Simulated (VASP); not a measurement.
Input of a VASP 6.6.1 run:

The input INCAR:

```
SYSTEM = FeSi
ALGO = Normal ; AMIX = 0.2
AMIX_MAG = 0.8 ; BMIX = 1E-4
BMIX_MAG = 1E-4 ; EDIFF = 1E-6
EDIFFG = -0.01 ; ENCUT = 600
IBRION = 2 ; ISIF = 3
ISMEAR = 0 ; ISPIN = 2
KPAR = 4 ; LASPH = .TRUE.
LCHARG = .FALSE. ; LMAXMIX = 4
LMIXTAU = .TRUE. ; LORBIT = 11
LREAL = .FALSE. ; LWAVE = .FALSE.
MAGMOM = 2.5 2.5 2.5 -2.5 0 0 0 0 ; METAGGA = R2SCAN
NELM = 150 ; NSW = 90
PREC = Accurate ; SIGMA = 0.03
```

KPOINTS

```
k-points
0
G
  8 8 8
  0 0 0
```

POSCAR

```
FeSi
1.0
    4.5507000000      0.0000000000      0.0000000000
    0.0000000000      4.5507000000      0.0000000000
    0.0000000000      0.0000000000      4.5507000000
Fe Si
4 4
Direct
    0.1365200000      0.1365200000      0.1365200000
    0.3634800000      0.8634800000      0.6365200000
    0.6365200000      0.3634800000      0.8634800000
    0.8634800000      0.6365200000      0.3634800000
    0.8424000000      0.8424000000      0.8424000000
    0.6576000000      0.1576000000      0.3424000000
    0.3424000000      0.6576000000      0.1576000000
    0.1576000000      0.3424000000      0.6576000000
```

Potentials or basis: VASP PAW PBE potentials, release 64 (Fe, Si).

The run is started by

```bash
$ cat potpaw_PBE.64/Fe/POTCAR potpaw_PBE.64/Si/POTCAR > POTCAR
$ mpirun -np 4 vasp_std > vasp.out
```

**Question.** What does it give for the space group after relaxing (to 0.05 Å)?

**Answer.** P2_13 (No. 198).

**Question.** Predict the relaxed volume.

**Answer.** 10.89 Å³/atom.

**Question.** What does it give for the relaxed cell?

**Answer.** a = 4.433 Å, b = 4.433 Å, c = 4.433 Å, α = 89.98°, β = 90.02°, γ = 89.98°.

Final structure:
```
Fe Si
1.0
     4.43305    0.00084   -0.00084
     0.00084    4.43305    0.00084
    -0.00084    0.00084    4.43305
Fe Si
4 4
Direct
  0.14010 0.13931 0.13812
  0.36069 0.86188 0.64010
  0.63812 0.35990 0.86069
  0.86019 0.63981 0.36019
  0.84556 0.84321 0.84481
  0.65679 0.15519 0.34556
  0.34481 0.65444 0.15679
  0.15374 0.34626 0.65374
```

Caveat: the PAW data sets were made with another functional, which shifts forces and pressure a little.
